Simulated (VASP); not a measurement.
Data:

```
V3Si
1.0
    4.61341     0.00000     0.00000
    0.00000     4.61341     0.00000
    0.00000     0.00000     4.61341
V Si
6 2
Direct
  0.25000   0.00000   0.50000
  0.75000   0.00000   0.50000
  0.50000   0.75000   0.00000
  0.50000   0.25000   0.00000
  0.00000   0.50000   0.75000
  0.00000   0.50000   0.25000
  0.00000   0.00000   0.00000
  0.50000   0.50000   0.50000
```

Computed with PBE GGA, VASP's PBE PAW potentials (set 64) (plane waves; VASP). Settings: 300 eV cut-off, 5×5×5 Γ-centred mesh, Fermi-Dirac smearing of 0.10 eV, potentials V_sv Si.

At this cut-off the stress carries a Pulay error, which pulls relaxed volumes low. The run has a spin-polarised start.

Task: What does the run give for the cell moment, energy per atom (σ→0), pressure, band gap (on the k-mesh) with the smallest direct gap where there is one?

Result: 
```yaml
band gap (on the k-mesh): none (metal, semimetal or under 0.01 eV)
cell_moment: 0.00 μB
energy per atom (σ→0): -8.540 eV/atom
pressure: 12.43 GPa
```

Only differences to runs with the same potentials and settings are physical.

The structure comes from a computed database's V3Si entry; how it stands against other phases isn't given here. The cell was not relaxed at this level.
